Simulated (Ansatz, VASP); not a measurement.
## NaSc in VASP and in Ansatz

INCAR

```
SYSTEM = NaSc
PREC     = Accurate       ! precision mode
ENCUT    = 600            ! plane-wave cutoff, eV
EDIFF    = 1E-7           ! SCF threshold, eV
ISMEAR   = 0              ! smearing method
SIGMA    = 0.1            ! smearing width, eV
LREAL    = .False.        ! projectors in reciprocal space
LASPH    = .True.         ! aspherical terms in the spheres
NELM     = 100            ! most SCF steps
ALGO     = Normal         ! electronic algorithm
ISIF     = 3              ! what is computed and relaxed
LWAVE    = .False.        ! write WAVECAR
LCHARG   = .False.        ! write CHGCAR
GGA      = PE             ! functional
IBRION   = 2              ! ionic algorithm
NSW      = 100            ! ionic steps
EDIFFG   = -0.01          ! ionic threshold
```

KPOINTS

```
regular mesh
0
Gamma
  18 18 10
  0 0 0
```

The input POSCAR:

```
NaSc
1.0
    3.2557292720      0.0000000000      0.0000000000
   -1.6278646360      2.8195442574      0.0000000000
    0.0000000000      0.0000000000      6.0645141420
Na Sc
1 1
Direct
    0.0000000000      0.0000000000      0.5000000000
    0.3333333333      0.6666666667      0.0000000000
```

Input for Ansatz:

```yaml
crystal:
  lattice:
    - [3.255729272, 0.0, 0.0]
    - [-1.627864636, 2.8195442574, 0.0]
    - [0.0, 0.0, 6.064514142]
  atoms:
    - { symbol: Na, position: [0.0, 0.0, 0.5] }
    - { symbol: Sc, position: [0.3333333333, 0.6666666667, 0.0] }
basis:
  ecutwfc: 420
kpoints:
  mp_grid: { grid: [18, 18, 10] }
hamiltonian:
  xc: pbe
scf:
  occupations: { method: gaussian, width: 0.1 }
output:
  forces: true
  stress: true
  eigenvalues: true
relax:
  adjacent_minimum: "off"
  f_tol: 0.01
  max_steps: 80
  cell: { stress_tol: 0.05 }
```

Change from the starting cell: species swapped into the MgAl type (P-6m2, No. 187).

Alike in both runs: task relaxation of cell and atoms; functional PBE; k mesh 18 × 18 × 10; occupations gaussian, width 0.1 eV; no spin polarisation.

```csv
,VASP,Ansatz
version,VASP 6.6.1,Ansatz 0.2.0
potentials or method,"VASP PAW PBE potentials, release 64 (Na_pv, Sc_sv)","scalar-relativistic, plane waves, PAW"
plane-wave cutoff (eV),600,420
valence electrons in the cell,18,20
```

VASP gave:

| Item | Value |
| --- | --- |
| gap on the k mesh at the Fermi level, each at its own relaxed structure (eV) | none |
| relaxed volume (Å³/atom) | 28.14 |
| relaxed cell length with the largest relative difference (Å) | 3.265 |

**Question.** What did Ansatz give for the same quantities?

**Answer.** gap on the k mesh at the Fermi level, each at its own relaxed structure (eV): none; relaxed volume (Å³/atom): 28.09; relaxed cell length with the largest relative difference (Å): 3.262.

A gap of «none» marks a metal or a gap that the smearing closes. The two sets of potentials don't hold the same shells in valence.
